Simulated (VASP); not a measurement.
An input for Ansatz (written as the equivalent of a VASP run, and not itself run):

Ansatz 0.2 input:
```yaml
crystal:
  lattice:
    - [1.7734446, -3.0716962, 0.0000000]
    - [1.7734446, 3.0716962, 0.0000000]
    - [0.0000000, 0.0000000, 5.5959334]
  atoms:
    - { symbol: Pt, position: [0.0000000, 0.0000000, 0.0000000] }
    - { symbol: S, position: [0.3333330, 0.6666670, 0.2205310] }
    - { symbol: S, position: [0.6666670, 0.3333330, 0.7794690] }
kpoints:
  mp_grid: { grid: [7, 7, 4] }
hamiltonian:
  xc: r2scan
  pseudopotentials: { kind: paw }
scf:
  occupations: { method: gaussian, width: 0.05 }
  max_iter: 100
relax:
  max_steps: 60
  f_tol: 0.02
  cell: {}
output: { forces: true, stress: true, eigenvalues: true }
```

Problem. Write the VASP files for the same calculation (r2SCAN).

Solution. This is not unique; one that fits is 
**INCAR**
```
# general
SYSTEM =PtS2
PREC   =Accurate
ENCUT  =520
LREAL  =F
LASPH  =T

# electronic loop
EDIFF  =1E-6
NELM   =100
ALGO   =Normal
LMAXMIX=6
LMIXTAU=T

# smearing
ISMEAR =0
SIGMA  =0.05

# functional
METAGGA=R2SCAN

# ions
IBRION =2
NSW    =60
ISIF   =3
EDIFFG =-0.02

# output
LWAVE  =F
LCHARG =F
```

**POSCAR**
```
PtS2
1
    1.7734445990    -3.0716962205     0.0000000000
    1.7734445990     3.0716962205    -0.0000000000
    0.0000000000     0.0000000000     5.5959334031
Pt S
1 2
Direct
  0.0000000000   0.0000000000   0.0000000000
  0.3333330000   0.6666670000   0.2205310222
  0.6666670000   0.3333330000   0.7794689778
```

### KPOINTS
```
Automatic mesh
0
gamma
  7 7 4
0 0 0
```

POTCAR, in this order: Pt S (PBE.64 set). Program: vasp_std.

The two are equivalent in intent, not identical: each code has its own PAW files, so the cut-off isn't converted (ENCUT is set for VASP's; basis.ecutwfc is left out, and Ansatz then takes the one that its files recommend); Ansatz stops its SCF on the density residual and VASP on the energy change (EDIFF).

The compound is PtS2 in the 1T layered structure. It was relaxed first, which changed the volume by +11 %. The start is the result of an earlier pass.
